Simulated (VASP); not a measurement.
Shape and ions are relaxed at each volume.

Energy against volume of ZnF2 (rutile). These are rev-vdW-DF2, VASP's PBE PAW potentials (set 64) (plane waves; VASP) values and carry that method's errors.

```json
[
 {"V (Å³/atom)": "11.174", "E (eV/atom)": "-1.88614"},
 {"V (Å³/atom)": "11.531", "E (eV/atom)": "-1.89955"},
 {"V (Å³/atom)": "11.887", "E (eV/atom)": "-1.90443"},
 {"V (Å³/atom)": "12.244", "E (eV/atom)": "-1.90219"},
 {"V (Å³/atom)": "12.600", "E (eV/atom)": "-1.89412"}
]
```

Q: Fit a third-order Birch-Murnaghan equation of state.

A: 
- volume per atom: 11.94 Å^3/atom
- bulk modulus: 103 GPa
- pressure derivative of the bulk modulus: 5.32

The compound is ZnF2 in the rutile structure. It was relaxed first.
